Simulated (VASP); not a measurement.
Here is the system:

```yaml
crystal:
  lattice:
    - [1.50670, -2.60968, 0.00000]
    - [1.50670, 2.60968, 0.00000]
    - [0.00000, 0.00000, 3.23572]
  atoms:
    - { symbol: Ti, position: [0.00000, 0.00000, 0.00000] }
    - { symbol: B, position: [0.33333, 0.66667, 0.50000] }
    - { symbol: B, position: [0.66667, 0.33333, 0.50000] }
```

All values below come from MS2 meta-GGA, VASP's PBE PAW potentials (set 64) (plane waves; VASP). Numerical set-up: 520 eV cut-off, 13×13×11 Γ-centred mesh, tetrahedra with Blöchl corrections, potentials Ti_sv B.

**Question.** Give the energies of bands 6 to 12 at the high-symmetry points, in eV from the Fermi level.

**Answer.** 
```tsv
band	Γ	M	K	A	L	H
6	-3.04	-9.99	-9.01	-8.05	-8.21	-9.25
7	-3.04	-3.76	-7.83	-1.07	-5.07	-6.23
8	-2.65	-3.49	-2.07	-1.07	-4.10	-3.42
9	-2.42	-2.46	-2.07	-0.13	-3.43	-3.42
10	1.88	1.28	1.28	-0.13	2.43	2.48
11	1.88	2.81	1.28	0.32	2.98	4.23
12	3.53	3.23	1.90	0.32	4.45	4.23
```

It has no gap at this level: it comes out as a metal or semimetal.

The compound is TiB2 in the AlB2 type structure. It was relaxed first.
